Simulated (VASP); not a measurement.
Runs of VASP 6.6.1 on Bi2Te3 (Tellurobismuthite). The structure is trigonal, space group R-3m (No. 166). The conventional cell has a = 4.386 Å, b = 4.386 Å, c = 30.497 Å, α = 90.00°, β = 90.00°, γ = 120.00°. Bi (site symmetry 3m) has 6 Te at 3.07 to 3.25 Å as nearest neighbours. Te (site symmetry -3m) is surrounded by 6 Bi at 3.25 Å. Te (site symmetry 3m) has 3 Bi at 3.07 Å as nearest neighbours. 

```csv
level,potentials or basis,k mesh,cutoff (eV),gap on the mesh (eV),pressure (GPa),relaxed volume (Å³/atom),largest force (eV/Å)
PBE+D3(BJ),"VASP PAW PBE potentials, release 64 (Bi_d, Te)",7 × 7 × 7,600,0.25,0.0,(a),0.01
PBE,"VASP PAW PBE potentials, release 64 (Bi, Te)",4 × 4 × 4,300,0.52,0.0,(b),-
PBEsol,"VASP PAW PBE potentials, release 64 (Bi_d, Te)",7 × 7 × 7,600,0.20,0.0,33.55,-
PBE,"VASP PAW PBE potentials, release 64 (Bi_d, Te)",7 × 7 × 7,600,0.46,0.0,36.32,0.01
```

Alike in all rows: task relaxation of cell and atoms; no spin polarisation; cell relaxed; smearing gaussian 0.03 eV.

Question: Estimate the missing entries.

Answer: (a) 33.66; (b) 36.50.

Caveats: spin-orbit coupling is left out, which as a rule narrows the gap of such compounds by several tenths of an eV; an odd mesh through Γ misses points on the zone boundary, where band edges often lie (some runs); the PAW data sets were made with another functional, which shifts forces and pressure a little (some runs).

A k mesh can miss the band edges, and the runs leave out spin-orbit coupling on Bi, Te.

Not every run made on this cell is shown here.
